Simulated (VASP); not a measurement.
**A VASP study of AlCo (LDA): structure first, properties next**

Aim: relax AlCo, then compute properties on the relaxed cell. The steps: magnetic order: ferromagnetic, magnetic order: antiferromagnetic, q = (0, 0, 1/2), magnetic order: antiferromagnetic, q = (1/2, 1/2, 1/2), magnetic order: antiferromagnetic, q = (1/2, 1/2, 0), the orders side by side, full relaxation (LDA), second relaxation, density, ELF and potential (LDA), band structure (LDA), total and projected DOS (LDA) and independent-particle dielectric function (LDA). Left out of this account: 1 further run (relaxation: it shows nothing beyond the runs told). The start is a computed cell from the Materials Project.

Calculated with VASP 6.6.1; LDA, spin-polarised from a ferromagnetic start (one magnetic atom a cell); plane waves and PAW (Al, Co), in the first sound run; inputs show where later runs differ.

Most raw output is cut from this account.

**1. Set-up**

Symmetry: Pm-3m, No. 221, cubic system. The conventional cell has a = 2.819 Å, b = 2.819 Å, c = 2.819 Å, α = 90.00°, β = 90.00°, γ = 90.00°. Al has 8 Co at 2.44 Å nearest. Co has 8 Al at 2.44 Å nearest. Farther neighbours are not listed.

**2. Magnetic order: ferromagnetic**

The properties of a magnet depend on its order, so a few collinear patterns are compared first on the cell as listed, beginning with all moments parallel. LDA, the lowest rung, knows the local density alone.

File INCAR:

```
SYSTEM = AlCo
PREC = Accurate
ENCUT = 400
EDIFF = 1E-06
NELM = 100
ISMEAR = 1
SIGMA = 0.2
LREAL = .FALSE.
ALGO = Normal
GGA = CA
NBANDS = 15
ISPIN = 2
MAGMOM = 0 2
LASPH = .TRUE.
LMAXMIX = 4
LORBIT = 11
LWAVE = .FALSE.
LCHARG = .FALSE.
KPAR = 4
ISIF = 2
```

File POSCAR:

```
AlCo
1.0
    2.8194032100      0.0000000000      0.0000000000
    0.0000000000      2.8194032100      0.0000000000
    0.0000000000      0.0000000000      2.8194032100
Al Co
1 1
Direct
    0.0000000000      0.0000000000      0.0000000000
    0.5000000000      0.5000000000      0.5000000000
```

File KPOINTS:

```
Automatic mesh
0
Gamma
8 8 8
0 0 0
```

Potentials, in the order of the species: Al and Co (LDA family, release 64).

Run with:

```sh
$ mpirun -np 4 vasp_std
```

Run time: 2.2 s. Hardware: 4 MPI ranks of AMD EPYC 9R45, shared host; peak memory 0.37 GiB.

The k-mesh is coarse for a metal. At this level the cell is under a tension of 5.2 GPa, so at these settings it is away from equilibrium.

This step gave:

```yaml
scf_cycles: 14
electrons: 12
bands: 15
irreducible_k_points: 35
symmetry_operations: 48
free_energy_toten: -13.69 eV
energy_at_zero_smearing: -13.69 eV
fermi_energy: 10.74 eV
pressure: -5.232 GPa
metallic: yes
```

The spin moment in the PAW sphere vanishes on all atoms.

The moments fall under 0.1 μB, and the mesh shows no gap.

**3. Magnetic order: antiferromagnetic, q = (0, 0, 1/2)**

This step: LDA, spin-polarised from an antiferromagnetic start; plane waves and PAW (Al, Co) (VASP 6.6.1).

System of this step: AlCo. Symmetry: Pm-3m, No. 221, cubic system. The conventional cell has a = 2.819 Å, b = 2.819 Å, c = 2.819 Å, α = 90.00°, β = 90.00°, γ = 90.00°. Al has 8 Co at 2.44 Å nearest. Co has 8 Al at 2.44 Å nearest. Farther neighbours are not listed.

Next, a pattern with opposite moments, which needs a doubled cell; q is given in the reciprocal vectors of the primitive cell.

Edit INCAR of step 2 so:

```diff
@@ -10,5 +10,5 @@
 GGA = CA
-NBANDS = 15
+NBANDS = 20
 ISPIN = 2
-MAGMOM = 0 2
+MAGMOM = 0 0 2 -2
 LASPH = .TRUE.
```

File POSCAR:

```
AlCo
1.0
    2.8194032100      0.0000000000      0.0000000000
    0.0000000000      2.8194032100      0.0000000000
    0.0000000000      0.0000000000      5.6388064200
Al Co
2 2
Direct
    0.0000000000      0.0000000000      0.0000000000
    0.0000000000      0.0000000000      0.5000000000
    0.5000000000      0.5000000000      0.2500000000
    0.5000000000      0.5000000000      0.7500000000
```

File KPOINTS:

```
Automatic mesh
0
Gamma
8 8 4
0 0 0
```

Run with:

```sh
$ mpirun -np 4 vasp_std
```

It took 6 s on 4 MPI ranks; peak memory 0.53 GiB; 22 s of CPU time.

Numbers from this step:

- SCF cycles: 15
- electrons: 24
- bands: 20
- irreducible k-points: 45
- symmetry operations: 16
- free energy (TOTEN): -27.39 eV
- energy at zero smearing: -27.39 eV
- pressure: -5.236 GPa

The spin moment in the PAW sphere vanishes on all atoms.

The energy lies -0.0 meV an atom from the first pattern, a difference of sampling, since both runs hold the same state. The moments fall under 0.1 μB, and the mesh shows no gap.

**4. Magnetic order: antiferromagnetic, q = (1/2, 1/2, 1/2)**

INCAR is that of step 3.

File POSCAR:

```
AlCo
1.0
    5.6388064200      0.0000000000      0.0000000000
    2.8194032100      2.8194032100      0.0000000000
    2.8194032100      0.0000000000      2.8194032100
Al Co
2 2
Direct
    0.0000000000      0.0000000000      0.0000000000
    0.5000000000      0.0000000000      0.0000000000
    0.7500000000      0.5000000000      0.5000000000
    0.2500000000      0.5000000000      0.5000000000
```

File KPOINTS:

```
Automatic mesh
0
Gamma
8 8 8
0 0 0
```

Run with:

```sh
$ mpirun -np 4 vasp_std
```

It took 7.8 s on 4 MPI ranks; peak memory 0.62 GiB; 30 s of CPU time.

At this level the cell is under a tension of 5.3 GPa, so at these settings it is away from equilibrium.

Numbers from this step:

* irreducible k-points: 29
* symmetry operations: 48
* energy at zero smearing: -27.40 eV
* Fermi energy: 10.76 eV
* pressure: -5.293 GPa

The energy lies -1.6 meV an atom from the first pattern, a difference of sampling, since both runs hold the same state. The moments fall under 0.1 μB, and the mesh shows no gap.

**5. Magnetic order: antiferromagnetic, q = (1/2, 1/2, 0)**

INCAR is that of step 4.

File POSCAR:

```
AlCo
1.0
    5.6388064200      0.0000000000      0.0000000000
    2.8194032100      2.8194032100      0.0000000000
    0.0000000000      0.0000000000      2.8194032100
Al Co
2 2
Direct
    0.0000000000      0.0000000000      0.0000000000
    0.5000000000      0.0000000000      0.0000000000
    0.0000000000      0.5000000000      0.5000000000
    0.5000000000      0.5000000000      0.5000000000
```

KPOINTS is that of step 4.

Run with:

```sh
$ mpirun -np 4 vasp_std
```

Elapsed: 11 s, on 4 MPI ranks; peak memory 0.66 GiB; 44 s of CPU time.

Numbers from this step:

| Quantity | Value |
| --- | --- |
| SCF cycles | 14 |
| irreducible k-points | 75 |
| symmetry operations | 16 |
| free energy (TOTEN) | -27.40 eV |
| Fermi energy | 10.73 eV |
| pressure | -5.318 GPa |

The energy lies -2.4 meV an atom from the first pattern, a difference of sampling, since both runs hold the same state. The moments fall under 0.1 μB, and the mesh shows no gap.

**6. The orders side by side**

This step: collinear orders at LDA; plane waves and PAW (VASP 6.6.1).

Derived from the runs above.

Patterns, by row:

| start | atoms | energy less that of the first (meV/atom) | largest site moment (μB) | end state |
| --- | --- | --- | --- | --- |
| ferromagnetic | 2 | 0 | 0 | non-magnetic |
| antiferromagnetic, q = (0, 0, 1/2) | 4 | 0 | 0 | non-magnetic |
| antiferromagnetic, q = (1/2, 1/2, 1/2) | 4 | -1.6 | 0 | non-magnetic |
| antiferromagnetic, q = (1/2, 1/2, 0) | 4 | -2.4 | 0 | non-magnetic |

All patterns lost their moments. Runs that ended non-magnetic differ by up to 2.4 meV an atom among themselves, which is the error from the unlike meshes of the cells. The session goes on with moments started at or near zero.

**7. Full relaxation (LDA)**

This step: LDA, zero-moment start; plane waves and PAW (Al, Co) (VASP 6.6.1).

System of this step: AlCo. It takes space group Pm-3m (No. 221, cubic). Conventional cell: a = 2.819 Å, b = 2.819 Å, c = 2.819 Å, α = 90.00°, β = 90.00°, γ = 90.00°. Al has 8 Co at 2.44 Å nearest. Nearest to Co lie 8 Al at 2.44 Å. Farther neighbours are not listed.

Properties are meant for the cell that this level of theory prefers, so cell and atoms are relaxed first (ISIF = 3) until forces and stress are small; EDIFFG sets the threshold.

Edit INCAR of step 5 so:

```diff
@@ -10,5 +10,5 @@
 GGA = CA
-NBANDS = 20
+NBANDS = 13
 ISPIN = 2
-MAGMOM = 0 0 2 -2
+MAGMOM = -0 0
 LASPH = .TRUE.
@@ -19,2 +19,5 @@
 KPAR = 4
-ISIF = 2
+IBRION = 2
+NSW = 60
+ISIF = 3
+EDIFFG = -0.01
```

File POSCAR:

```
AlCo
1.0
    2.8194032100      0.0000000000      0.0000000000
    0.0000000000      2.8194032100      0.0000000000
    0.0000000000      0.0000000000      2.8194032100
Al Co
1 1
Direct
    0.0000000000      0.0000000000      0.0000000000
    0.5000000000      0.5000000000      0.5000000000
```

File KPOINTS:

```
Automatic mesh
0
Gamma
9 9 9
0 0 0
```

Run with:

```sh
$ mpirun -np 4 vasp_std
```

Elapsed: 3.6 s, on 4 MPI ranks; peak memory 0.38 GiB.

This run allows spin, but its moments start at zero, where symmetry between the spins tends to hold them, although Co can carry a moment. The run keeps the 48 symmetry operations of its start, so it cannot find a distortion of lower symmetry.

Relaxation path:

| step | energy less that of the first step (eV) | largest force (eV/Å) | pressure (GPa) | volume (Å³) |
| --- | --- | --- | --- | --- |
| 1 | 0.0000 | 0.0000 | -5.35 | 22.41 |
| 2 | 0.0002 | 0.0000 | 6.14 | 21.22 |
| 3 | -0.0106 | 0.0000 | -0.02 | 21.80 |

| conventional cell, symmetrised | before | after | change |
| --- | --- | --- | --- |
| a (Å) | 2.819 | 2.794 | -0.9 % |
| b (Å) | 2.819 | 2.794 | -0.9 % |
| c (Å) | 2.819 | 2.794 | -0.9 % |
| volume (Å³/atom) | 11.21 | 10.90 | -2.7 % |

The relaxed structure:

```xyz
2
Lattice="2.7936 0.0000 0.0000 0.0000 2.7936 0.0000 0.0000 0.0000 2.7936" Properties=species:S:1:pos:R:3 pbc="T T T"
Al    0.0000    0.0000    0.0000
Co    1.3968    1.3968    1.3968
```

This step gave:

```
electrons                       : 12
bands                           : 13
irreducible k-points            : 35
symmetry operations             : 48
free energy (TOTEN)             : -13.71 eV
energy at zero smearing         : -13.72 eV
Fermi energy                    : 11.15 eV
pressure                        : -0.02395 GPa
SCF cycles over all ionic steps : 28
```

It ends with forces that vanish by symmetry and a pressure of -0.02 GPa.

**8. Second relaxation**

A relaxation keeps the plane waves of the cell it began with, so it is repeated from the new cell, on a basis made for it.

INCAR is that of step 7.

File POSCAR:

```
AlCo
1.0
    2.7936284366      0.0000000000      0.0000000000
    0.0000000000      2.7936284366      0.0000000000
    0.0000000000      0.0000000000      2.7936284366
Al Co
1 1
Direct
    0.0000000000      0.0000000000      0.0000000000
    0.5000000000      0.5000000000      0.5000000000
```

KPOINTS is that of step 7.

Run with:

```sh
$ mpirun -np 4 vasp_std
```

It took 1.8 s on 4 MPI ranks; peak memory 0.36 GiB; 5.8 s of CPU time.

Little changed from the start: no atom moved by 0.005 Å and no cell edge by 0.1 %.

Numbers from this step:

```
pressure                        : 0.05721 GPa
SCF cycles over all ionic steps : 13
```

It ends with forces that vanish by symmetry and a pressure of 0.06 GPa. The volume moved by under 0.01 %: the run met its threshold at the first step.

**9. Density, ELF and potential (LDA)**

The relaxed cell gets a fresh self-consistent run, on a basis set for its own volume, to fix the density and to check the remaining stress.

Edit INCAR of step 8 so:

```diff
@@ -17,7 +17,5 @@
 LWAVE = .FALSE.
-LCHARG = .FALSE.
-KPAR = 4
-IBRION = 2
-NSW = 60
-ISIF = 3
-EDIFFG = -0.01
+LCHARG = .TRUE.
+ISIF = 2
+LELF = .TRUE.
+LVHAR = .TRUE.
```

POSCAR is that of step 8.

KPOINTS is that of step 8.

Run with:

```sh
$ mpirun -np 4 vasp_std
```

The job ended after 2.8 s (4 MPI ranks; peak memory 0.31 GiB).

With spin, VASP writes an ELF for each channel.

This step gave:

```yaml
scf_cycles: 13
bands: 16
pressure: 0.02335 GPa
```

Valence electrons inside each PAW sphere by angular momentum. Sphere charges, by row:

| atom | s (e) | p (e) | d (e) | tot (e) |
| --- | --- | --- | --- | --- |
| Al1 | 0.407 | 0.461 | 0 | 0.869 |
| Co2 | 0.46 | 0.554 | 7.577 | 8.59 |

ELF of down spins in the ac plane at fractional y = 0.000, with atoms of Al within 0.2 Å of it. It is the smooth field of the valence electrons, not physical close to the nuclei.

Values, 14 rows by 14 columns:
```
0.01 0.02 0.07 0.20 0.38 0.48 0.50 0.49 0.50 0.48 0.38 0.20 0.07 0.02
0.04 0.07 0.16 0.32 0.45 0.49 0.49 0.48 0.49 0.49 0.45 0.32 0.16 0.07
0.16 0.20 0.32 0.44 0.50 0.50 0.48 0.47 0.48 0.50 0.50 0.44 0.32 0.20
0.36 0.38 0.45 0.50 0.52 0.50 0.47 0.46 0.47 0.50 0.52 0.50 0.45 0.38
0.48 0.48 0.49 0.50 0.50 0.47 0.45 0.45 0.45 0.47 0.50 0.50 0.49 0.48
0.50 0.50 0.49 0.48 0.47 0.45 0.44 0.43 0.44 0.45 0.47 0.48 0.49 0.50
0.50 0.49 0.48 0.47 0.46 0.45 0.43 0.43 0.43 0.45 0.46 0.47 0.48 0.49
0.50 0.50 0.49 0.48 0.47 0.45 0.44 0.43 0.44 0.45 0.47 0.48 0.49 0.50
0.48 0.48 0.49 0.50 0.50 0.47 0.45 0.45 0.45 0.47 0.50 0.50 0.49 0.48
0.36 0.38 0.45 0.50 0.52 0.50 0.47 0.46 0.47 0.50 0.52 0.50 0.45 0.38
0.16 0.20 0.32 0.44 0.50 0.50 0.48 0.47 0.48 0.50 0.50 0.44 0.32 0.20
0.04 0.07 0.16 0.32 0.45 0.49 0.49 0.48 0.49 0.49 0.45 0.32 0.16 0.07
0.01 0.02 0.07 0.20 0.38 0.48 0.50 0.49 0.50 0.48 0.38 0.20 0.07 0.02
0.00 0.01 0.04 0.16 0.36 0.48 0.50 0.50 0.50 0.48 0.36 0.16 0.04 0.01
```
Columns run along a (2.8 Å), rows up along c (2.8 Å). Atoms in or near the plane, at fractional coordinates: Al at (0.00, 0.00).

ELF of up spins in the ac plane at fractional y = 0.000, with atoms of Al within 0.2 Å of it. It is the smooth field of the valence electrons, not physical close to the nuclei.

Values, 14 rows by 14 columns:
```
0.01 0.02 0.07 0.20 0.38 0.48 0.50 0.49 0.50 0.48 0.38 0.20 0.07 0.02
0.04 0.07 0.16 0.32 0.45 0.49 0.49 0.48 0.49 0.49 0.45 0.32 0.16 0.07
0.16 0.20 0.32 0.44 0.50 0.50 0.48 0.47 0.48 0.50 0.50 0.44 0.32 0.20
0.36 0.38 0.45 0.50 0.52 0.50 0.47 0.46 0.47 0.50 0.52 0.50 0.45 0.38
0.48 0.48 0.49 0.50 0.50 0.47 0.45 0.45 0.45 0.47 0.50 0.50 0.49 0.48
0.50 0.50 0.49 0.48 0.47 0.45 0.44 0.43 0.44 0.45 0.47 0.48 0.49 0.50
0.50 0.49 0.48 0.47 0.46 0.45 0.43 0.43 0.43 0.45 0.46 0.47 0.48 0.49
0.50 0.50 0.49 0.48 0.47 0.45 0.44 0.43 0.44 0.45 0.47 0.48 0.49 0.50
0.48 0.48 0.49 0.50 0.50 0.47 0.45 0.45 0.45 0.47 0.50 0.50 0.49 0.48
0.36 0.38 0.45 0.50 0.52 0.50 0.47 0.46 0.47 0.50 0.52 0.50 0.45 0.38
0.16 0.20 0.32 0.44 0.50 0.50 0.48 0.47 0.48 0.50 0.50 0.44 0.32 0.20
0.04 0.07 0.16 0.32 0.45 0.49 0.49 0.48 0.49 0.49 0.45 0.32 0.16 0.07
0.01 0.02 0.07 0.20 0.38 0.48 0.50 0.49 0.50 0.48 0.38 0.20 0.07 0.02
0.00 0.01 0.04 0.16 0.36 0.48 0.50 0.50 0.50 0.48 0.36 0.16 0.04 0.01
```
Columns run along a (2.8 Å), rows up along c (2.8 Å). Atoms in or near the plane, at fractional coordinates: Al at (0.00, 0.00).

Electrostatic potential energy in the ac plane at fractional y = 0.000, with atoms of Al within 0.2 Å of it. With pseudopotentials it is smooth inside the atoms' cores, unlike the true potential.

Ten even steps from '0' (-85 eV) to '9' (1 eV):
```
00258999998520
12468999998642
45689999999865
78899999999988
99999999999999
99999999999999
99999999999999
99999999999999
99999999999999
78899999999988
45689999999865
12468999998642
00258999998520
00147999997410
```
Columns run along a (2.8 Å; values clipped at the 3rd and 97th percentile), rows up along c (2.8 Å). Atoms in or near the plane, at fractional coordinates: Al at (0.00, 0.00).

In this run the pressure is 0.02 GPa, small enough to go on.

**10. Band structure (LDA)**

The mesh alone shows little of the dispersion and can miss band extrema, so KPOINTS_OPT adds a path through the symmetry points after the self-consistent cycle.

Edit INCAR of step 9 so:

```diff
@@ -10,3 +10,3 @@
 GGA = CA
-NBANDS = 13
+NBANDS = 19
 ISPIN = 2
@@ -17,5 +17,3 @@
 LWAVE = .FALSE.
-LCHARG = .TRUE.
-ISIF = 2
-LELF = .TRUE.
-LVHAR = .TRUE.
+LCHARG = .FALSE.
+KPAR = 4
```

POSCAR is that of step 9.

KPOINTS is that of step 9.

File KPOINTS_OPT:

```
Line mode
16
Line-mode
Reciprocal
  0.00000000   0.00000000   0.00000000 GAMMA
  0.00000000   0.50000000   0.00000000 X

  0.00000000   0.50000000   0.00000000 X
  0.50000000   0.50000000   0.00000000 M

  0.50000000   0.50000000   0.00000000 M
  0.00000000   0.00000000   0.00000000 GAMMA

  0.00000000   0.00000000   0.00000000 GAMMA
  0.50000000   0.50000000   0.50000000 R

  0.50000000   0.50000000   0.50000000 R
  0.00000000   0.50000000   0.00000000 X

  0.50000000   0.50000000   0.00000000 M
  0.50000000   0.50000000   0.50000000 R
```

Run with:

```sh
$ mpirun -np 4 vasp_std
```

The job ended after 4.6 s (4 MPI ranks; peak memory 0.44 GiB).

This step gave:

* SCF cycles: 12
* bands: 19
* pressure: 0.04080 GPa

Both spin channels agree. Electronic bands along the path, in eV, zero at the Fermi level; # counts the bands kept:

| point | #3 | #4 | #5 | #6 | #7 | #8 | #9 | #10 |
| --- | --- | --- | --- | --- | --- | --- | --- | --- |
| Γ | -3.29 | -0.90 | -0.90 | -0.90 | 6.23 | 6.23 | 6.23 | 9.05 |
| 0.53 of the way | -2.95 | -1.47 | -1.47 | -0.83 | 1.39 | 7.98 | 7.98 | 8.80 |
| X | -2.65 | -1.85 | -1.85 | -0.78 | 0.16 | 8.53 | 10.90 | 10.90 |
| 0.47 of the way | -2.43 | -2.20 | -1.76 | -1.19 | 0.10 | 6.07 | 6.22 | 12.55 |
| M | -2.76 | -2.76 | -1.64 | -1.64 | -0.31 | 2.57 | 3.84 | 13.29 |
| 0.47 of the way | -3.11 | -2.00 | -1.42 | -1.31 | 1.53 | 3.58 | 9.25 | 9.63 |
| Γ | -3.29 | -0.90 | -0.90 | -0.90 | 6.23 | 6.23 | 6.23 | 9.05 |
| 0.47 of the way | -3.05 | -1.85 | -1.73 | -1.73 | 3.25 | 3.25 | 5.35 | 11.82 |
| R | -4.22 | -0.27 | -0.27 | 2.41 | 2.41 | 2.41 | 4.57 | 5.71 |
| 0.47 of the way | -3.26 | -1.85 | -1.71 | -0.52 | 0.27 | 5.91 | 6.23 | 6.82 |
| X | -2.65 | -1.85 | -1.85 | -0.78 | 0.16 | 8.53 | 10.90 | 10.90 |
| jump to M | -2.76 | -2.76 | -1.64 | -1.64 | -0.31 | 2.57 | 3.84 | 13.29 |
| 0.47 of the way | -3.67 | -2.26 | -0.29 | 0.01 | 0.01 | 2.58 | 3.98 | 9.06 |
| R | -4.22 | -0.27 | -0.27 | 2.41 | 2.41 | 2.41 | 4.57 | 5.71 |

Of the projections kept (Al, Co), the largest for each band there; the rest of the weight can lie on other orbitals:

| point | #3 | #4 | #5 | #6 | #7 | #8 | #9 | #10 |
| --- | --- | --- | --- | --- | --- | --- | --- | --- |
| Γ | Co 1.00 | Co 1.00 | Co 1.00 | Co 1.00 | Al 0.52 | Al 0.52 | Al 0.52 | Co 1.00 |
| X | Co 1.00 | Co 0.97 | Co 0.97 | Co 1.00 | Co 0.98 | - | Co 1.00 | Co 1.00 |
| M | Co 0.58 | Co 0.58 | Co 1.00 | Co 1.00 | Co 1.00 | Co 1.00 | Co 0.73 | Al 1.00 |
| Γ | Co 1.00 | Co 1.00 | Co 1.00 | Co 1.00 | Al 0.52 | Al 0.52 | Al 0.52 | Co 1.00 |
| R | Co 0.86 | Co 1.00 | Co 1.00 | Co 1.00 | Co 1.00 | Co 1.00 | Al 1.00 | Co 0.70 |
| X | Co 1.00 | Co 0.97 | Co 0.97 | Co 1.00 | Co 0.98 | - | Co 1.00 | Co 1.00 |

There is no gap at this level.

Of the bands kept, 2 cross the Fermi level on this path.

(Part 1 of 2 ends here.)

[Lines on the potential files, build, host, timing and source positions are cut from VASP's logs without a mark.]

[Logs are printed without paths, hosts, clocks, repeated set-up lines and the standing remarks that a program may print on its own settings, such as how far it seeks lower states.]

[Hosts, paths, dates, database ids (printed as entryN), source tags and the programs' standing remarks are cut or masked in the printed files.]

[A measured line is paired with the nearest computed mode of its activity, which favours agreement.]
